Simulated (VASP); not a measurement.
The system is MoS2.

```
Mo S
1.0
     3.16100    0.00000    0.00000
    -1.58050    2.73751    0.00000
     0.00000    0.00000   12.29500
Mo S
2 4
Direct
  0.33333 0.66667 0.25000
  0.66667 0.33333 0.75000
  0.66667 0.33333 0.37729
  0.66667 0.33333 0.12271
  0.33333 0.66667 0.87729
  0.33333 0.66667 0.62271
```

The cell was built by a generator and needn't be a form met in nature.

Base run:

```yaml
Program: VASP 6.6.1
Functional: PBE
Dispersion: TS
Potentials_or_basis: VASP PAW PBE potentials, release 64 (Mo_sv, S)
Cutoff: 520 eV
k_mesh: 8 × 8 × 2
Occupations: fermi-dirac, width 0.05 eV
Spin: no spin polarisation
```

Its results: band gap on the k mesh 0.99 eV, indirect (least direct gap 1.96 eV); pressure -0.7 GPa; largest force 0.035 eV/Å.

Problem. The run is repeated on the same cell with these changes: dispersion from TS to D3(BJ). What comes out?

Solution. Band gap on the k mesh 0.99 eV, indirect (least direct gap 1.96 eV); pressure -1.3 GPa; largest force 0.027 eV/Å.

A k mesh can miss the band edges.

Not every run made on this cell is shown here.
